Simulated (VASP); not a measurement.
The input files of a VASP run:

INCAR:
```
ALGO=Normal
EDIFF=1E-7
ENCUT=520
ISIF=2
ISMEAR=-5
LASPH=.TRUE.
LCHARG=.TRUE.
LMAXMIX=4
LORBIT=11
LREAL=.FALSE.
LWAVE=.FALSE.
NEDOS=601
NELM=100
PREC=Accurate
SYSTEM=GaAs
```

**KPOINTS**
```
kpoints
0
gamma
  9 9 9
0 0 0
```

**POSCAR**
```
GaAs
1
    0.0000000000     2.8051874881     2.8051874881
    2.8051874881     0.0000000000     2.8051874881
    2.8051874881     2.8051874881     0.0000000000
Ga As
1 1
Direct
  0.0000000000   0.0000000000   0.0000000000
  0.2500000000   0.2500000000   0.2500000000
```

POTCAR, in this order: Ga_d As (LDA.64 set). Program: vasp_std.

Question: Write an equivalent input for Ansatz.

Answer: One equivalent input (not run):
Ansatz 0.2 input:
```yaml
crystal:
  lattice:
    - [0.0000000, 2.8051875, 2.8051875]
    - [2.8051875, 0.0000000, 2.8051875]
    - [2.8051875, 2.8051875, 0.0000000]
  atoms:
    - { symbol: Ga, position: [0.0000000, 0.0000000, 0.0000000] }
    - { symbol: As, position: [0.2500000, 0.2500000, 0.2500000] }
kpoints:
  mp_grid: { grid: [9, 9, 9] }
hamiltonian:
  xc: lda
  pseudopotentials: { kind: paw }
scf:
  occupations: { method: tetrahedron }
  max_iter: 100
output: { forces: true, stress: true, eigenvalues: true }
```
The two are equivalent in intent, not identical: each code has its own PAW files, so the cut-off isn't converted (ENCUT is set for VASP's; basis.ecutwfc is left out, and Ansatz then takes the one that its files recommend); Ansatz stops its SCF on the density residual and VASP on the energy change (EDIFF); Ansatz's lda is the Perdew-Wang form, while the LDA potentials of VASP carry Perdew-Zunger's.

The compound is GaAs in the zinc blende structure. It was relaxed first.
